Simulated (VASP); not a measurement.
Level of theory: r2SCAN meta-GGA, VASP's PBE PAW potentials (set 64) (plane waves; VASP).

VASP ran on this input.

**POSCAR**
```
ErSi2
1
    0.0000000000     3.2561781850     3.2561781850
    3.2561781850    -0.0000000000     3.2561781850
    3.2561781850     3.2561781850    -0.0000000000
Er Si
1 2
Direct
  0.0000000000   1.0000000000   1.0000000000
  0.2500000000   0.2500000000   0.2500000000
  0.7500000000   0.7500000000   0.7500000000
```

File KPOINTS:
```
Automatic mesh
0
Gamma
9 9 9
0 0 0
```

INCAR:
```
! general
SYSTEM   =  ErSi2
PREC     =  Accurate
ENCUT    =  400
LREAL    =  F
LASPH    =  T

! electronic loop
EDIFF    =  1E-7
NELM     =  100
ALGO     =  Normal
LMAXMIX  =  6
LMIXTAU  =  T

! smearing
ISMEAR   =  -5

! functional
METAGGA  =  R2SCAN

! ions
ISIF     =  2

! output
LWAVE    =  F
LCHARG   =  F
LORBIT   =  11
NEDOS    =  601

! other
LEFG     =  T
```

### KPOINTS_OPT
```
k-points along high-symmetry lines
10
Line-mode
Reciprocal
  0.000000   0.000000   0.000000 ! GAMMA
  0.500000   0.000000   0.500000 ! X

  0.500000   0.000000   0.500000 ! X
  0.625000   0.250000   0.625000 ! U

  0.375000   0.375000   0.750000 ! K
  0.000000   0.000000   0.000000 ! GAMMA

  0.000000   0.000000   0.000000 ! GAMMA
  0.500000   0.500000   0.500000 ! L

  0.500000   0.500000   0.500000 ! L
  0.500000   0.250000   0.750000 ! W

  0.500000   0.250000   0.750000 ! W
  0.500000   0.000000   0.500000 ! X
```

POTCAR, in this order: Er_3 Si (PBE.64 set). Program: vasp_std.

What will the output report for the number of irreducible k-points (NKPTS), number of bands (NBANDS), largest plane-wave count, number of space-group operations, FFT grid (NGX, NGY, NGZ)?

| Property | Value |
|---|---|
| number of irreducible k-points (NKPTS) | 35 |
| number of bands (NBANDS) | 12 |
| largest plane-wave count | 1279 |
| number of space-group operations | 48 |
| FFT grid (NGX, NGY, NGZ) | 30 × 30 × 30 |

The structure was generated: ErSi2 was put into the fluorite type (Fm-3m), which need not be its known phase. It was relaxed first, which changed the volume by -9 %. The electron count is odd and the run is not spin-polarised, which forces a metal. The 4f electrons are frozen in the core of the lanthanide potential, so 4f levels, which can set the real gap, and their magnetism are missing.
